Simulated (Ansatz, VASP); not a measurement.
## One calculation of Hg3BiP, two programs

The input INCAR:

```
SYSTEM = Hg3BiP
ALGO = Normal
EDIFF = 1E-6
ENCUT = 520
ISIF = 2
ISMEAR = 0
LASPH = .TRUE.
LCHARG = .TRUE.
LELF = .TRUE.
LREAL = .FALSE.
LVHAR = .TRUE.
LWAVE = .FALSE.
NBANDS = 36
NELM = 100
PREC = Accurate
SIGMA = 0.05
```

File KPOINTS:

```
k-points
0
G
  4 4 4
  0 0 0
```

Contents of POSCAR:

```
Hg3BiP
1.0
    5.9400000000      0.0000000000      0.0000000000
    0.0000000000      5.9400000000      0.0000000000
    0.0000000000      0.0000000000      5.9400000000
Bi P Hg
1 1 3
Direct
    0.0000000000      0.0000000000      0.0000000000
    0.5000000000      0.5000000000      0.5000000000
    0.5000000000      0.5000000000      0.0000000000
    0.5000000000      0.0000000000      0.5000000000
    0.0000000000      0.5000000000      0.5000000000
```

Input for Ansatz:

```yaml
crystal:
  lattice:
    - [5.94, 0.0, 0.0]
    - [0.0, 5.94, 0.0]
    - [0.0, 0.0, 5.94]
  atoms:
    - { symbol: Bi, position: [0.0, 0.0, 0.0] }
    - { symbol: P, position: [0.5, 0.5, 0.5] }
    - { symbol: Hg, position: [0.5, 0.5, 0.0] }
    - { symbol: Hg, position: [0.5, 0.0, 0.5] }
    - { symbol: Hg, position: [0.0, 0.5, 0.5] }
basis:
  ecutwfc: 420
kpoints:
  mp_grid: { grid: [4, 4, 4] }
hamiltonian:
  xc: lda
scf:
  occupations: { method: gaussian, width: 0.05 }
output:
  forces: true
  stress: true
  eigenvalues: true
```

The cell comes from a database or a generator and needn't be the stable form of this composition.

Alike in both runs: task single point; functional LDA; k mesh 4 × 4 × 4; occupations gaussian, width 0.05 eV; no spin polarisation.

|  | VASP | Ansatz |
| --- | --- | --- |
| version | VASP 6.6.1 | Ansatz 0.2.0 |
| potentials or method | VASP PAW LDA potentials, release 64 (Bi_d, P, Hg) | scalar-relativistic, plane waves, PAW |
| plane-wave cutoff (eV) | 520 | 420 |
| valence electrons in the cell | 56 | 80 |

```tsv
	VASP	Ansatz	Ansatz less VASP
gap on the k mesh at the Fermi level (eV)	none	none	-
pressure (GPa)	-7.3	-7.3	0.00
```

A gap of «none» marks a metal or a gap that the smearing closes. The two sets of potentials don't hold the same shells in valence.

Caveats: spin-orbit coupling is left out, which moves the levels of the heavy elements.
